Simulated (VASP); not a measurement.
Method: AM05 GGA, VASP's PBE PAW potentials (set 64) (plane waves; VASP).

A VASP calculation is set up with these files.

File KPOINTS:
```
Automatic mesh
0
Gamma
6 6 3
0 0 0
```

### POSCAR
```
SnSe2
1.0
  1.9170320354  -3.3203971004   0.0000000000
  1.9170320354   3.3203971004   0.0000000000
  0.0000000000   0.0000000000   6.7682377639
Sn Se
1 2
Cart
  1.9170320354  -3.3203971004   0.0000000000
  1.9170320354   1.1068012471   1.5771077734
  1.9170320354  -1.1068012471   5.1911299905
```

**INCAR**
```
# general
SYSTEM  = SnSe2
PREC    = Accurate
ENCUT   = 520
LREAL   = F
LASPH   = T

# electronic loop
EDIFF   = 1E-6
NELM    = 100
ALGO    = Normal
LMAXMIX = 4

# smearing
ISMEAR  = 0
SIGMA   = 0.05

# functional
GGA     = AM

# ions
IBRION  = 2
NSW     = 60
ISIF    = 3
EDIFFG  = -0.02

# output
LWAVE   = F
LCHARG  = F
```

POTCAR, in this order: Sn_d Se (PBE.64 set). Program: vasp_std.

Output of the run:

**OSZICAR**
```
       N       E                     dE             d eps       ncg     rms          rms(c)
DAV:   1     0.197496140732E+03    0.19750E+03   -0.12232E+04   578   0.167E+03
DAV:   2     0.102461870980E+02   -0.18725E+03   -0.18438E+03   619   0.385E+02
DAV:   3    -0.118003834989E+02   -0.22047E+02   -0.21302E+02   777   0.125E+02
DAV:   4    -0.124829377637E+02   -0.68255E+00   -0.68190E+00   677   0.225E+01
DAV:   5    -0.124992743846E+02   -0.16337E-01   -0.16333E-01   912   0.369E+00    0.482E+00
DAV:   6    -0.122473912328E+02    0.25188E+00   -0.57175E-01   856   0.890E+00    0.307E+00
DAV:   7    -0.122216307891E+02    0.25760E-01   -0.16016E-01   728   0.303E+00    0.879E-01
DAV:   8    -0.122208173201E+02    0.81347E-03   -0.13215E-02   713   0.118E+00    0.258E-01
DAV:   9    -0.122213579445E+02   -0.54062E-03   -0.14568E-03   678   0.311E-01    0.765E-02
DAV:  10    -0.122214061954E+02   -0.48251E-04   -0.12769E-04   812   0.849E-02    0.290E-02
DAV:  11    -0.122214648483E+02   -0.58653E-04   -0.91423E-05   638   0.545E-02    0.892E-03
DAV:  12    -0.122214658012E+02   -0.95287E-06   -0.21991E-06   680   0.118E-02
   1 F= -.12221466E+02 E0= -.12221466E+02  d E =-.122215E+02
       N       E                     dE             d eps       ncg     rms          rms(c)
DAV:   1    -0.122322179223E+02   -0.10753E-01   -0.27699E-01   737   0.760E+00    0.591E-01
DAV:   2    -0.122245083381E+02    0.77096E-02   -0.18735E-02   732   0.211E+00    0.269E-01
DAV:   3    -0.122221821247E+02    0.23262E-02   -0.71428E-03   732   0.124E+00    0.697E-02
DAV:   4    -0.122221262091E+02    0.55916E-04   -0.47192E-04   648   0.192E-01    0.294E-02
DAV:   5    -0.122221054095E+02    0.20800E-04   -0.33527E-05   883   0.810E-02    0.129E-02
DAV:   6    -0.122221042827E+02    0.11269E-05   -0.56914E-06   629   0.276E-02    0.310E-03
DAV:   7    -0.122221042410E+02    0.41652E-07   -0.27238E-07   318   0.603E-03
   2 F= -.12222104E+02 E0= -.12222104E+02  d E =-.638440E-03
       N       E                     dE             d eps       ncg     rms          rms(c)
DAV:   1    -0.122226907705E+02   -0.58649E-03   -0.14434E-02   734   0.176E+00    0.134E-01
DAV:   2    -0.122222929086E+02    0.39786E-03   -0.96737E-04   727   0.482E-01    0.612E-02
DAV:   3    -0.122221704939E+02    0.12241E-03   -0.37356E-04   727   0.285E-01    0.157E-02
DAV:   4    -0.122221673347E+02    0.31593E-05   -0.26047E-05   612   0.456E-02    0.656E-03
DAV:   5    -0.122221660462E+02    0.12884E-05   -0.16376E-06   455   0.193E-02    0.295E-03
DAV:   6    -0.122221659955E+02    0.50723E-07   -0.53965E-07   295   0.889E-03
   3 F= -.12222166E+02 E0= -.12222166E+02  d E =-.700194E-03
       N       E                     dE             d eps       ncg     rms          rms(c)
DAV:   1    -0.122233613851E+02   -0.11953E-02   -0.32492E-02   600   0.146E+00    0.153E-01
DAV:   2    -0.122226744479E+02    0.68694E-03   -0.22304E-03   683   0.647E-01    0.919E-02
DAV:   3    -0.122223977134E+02    0.27673E-03   -0.62199E-04   786   0.292E-01    0.284E-02
DAV:   4    -0.122223871676E+02    0.10546E-04   -0.85579E-05   691   0.922E-02    0.106E-02
DAV:   5    -0.122223879036E+02   -0.73600E-06   -0.10005E-05   720   0.262E-02    0.414E-03
DAV:   6    -0.122223884893E+02   -0.58574E-06   -0.11289E-06   518   0.108E-02
   4 F= -.12222388E+02 E0= -.12222388E+02  d E =-.222494E-03
```

### OUTCAR
```
------------------------ aborting loop because EDIFF is reached ----------------------------------------
  FORCE on cell =-STRESS in cart. coord.  units (eV):
  Direction    XX          YY          ZZ          XY          YZ          ZX
  --------------------------------------------------------------------------------------
  Total        0.0066237      0.0066237      0.0517784      0.0000000      0.0000000     -0.0000000
  in kB        0.1237861      0.1237862      0.9676573      0.0000000      0.0000000     -0.0000000
  external PRESSURE =       0.4050765 kB  Pullay stress =       0.0000000 kB
  volume of cell :       85.73
      direct lattice vectors                 reciprocal lattice vectors
     1.909970198 -3.308165637 -0.000000000     0.261784189 -0.151141162 -0.000000000
     1.909970198  3.308165637 -0.000000000     0.261784189  0.151141162  0.000000000
     0.000000000 -0.000000000  6.784118347     0.000000000  0.000000000  0.147403089
 POSITION                                       TOTAL-FORCE (eV/Angst)
 -----------------------------------------------------------------------------------
      1.90997     -3.30817     -0.00000         0.000000     -0.000000      0.000000
      1.90997      1.10272      1.58035        -0.000000      0.000000     -0.012396
      1.90997     -1.10272      5.20377         0.000000     -0.000000      0.012396
 -----------------------------------------------------------------------------------
    total drift:                                0.000000     -0.000000      0.000000
  FREE ENERGIE OF THE ION-ELECTRON SYSTEM (eV)
  ---------------------------------------------------
  free  energy   TOTEN  =       -12.2223884893 eV

  energy  without entropy=      -12.2223884893  energy(sigma->0) =      -12.22238849

 reached required accuracy - stopping structural energy minimisation
```
(Selected blocks of OUTCAR.)

File CONTCAR:
```
SnSe2
   1.00000000000000
     1.9099701978839263   -3.3081656366485213   -0.0000000000000000
     1.9099701978839263    3.3081656366485213   -0.0000000000000000
     0.0000000000000000   -0.0000000000000000    6.7841183465364416
  Sn              Se
     1     2
Direct
     1.0000000000000000    0.0000000000000000    0.0000000000000000
     0.3333330000000032    0.6666669999999968    0.2329480829511905
     0.6666669999999968    0.3333330000000032    0.7670519170488096
```

Without a dispersion term in the relaxation, distances and binding between the weakly bound layers, chains or molecules are unreliable, and so is what depends on them.

The compound is SnSe2 in the 1T layered structure. This run relaxes it. Symmetry was kept, so distortions that lower it aren't found. The start is the result of an earlier pass.
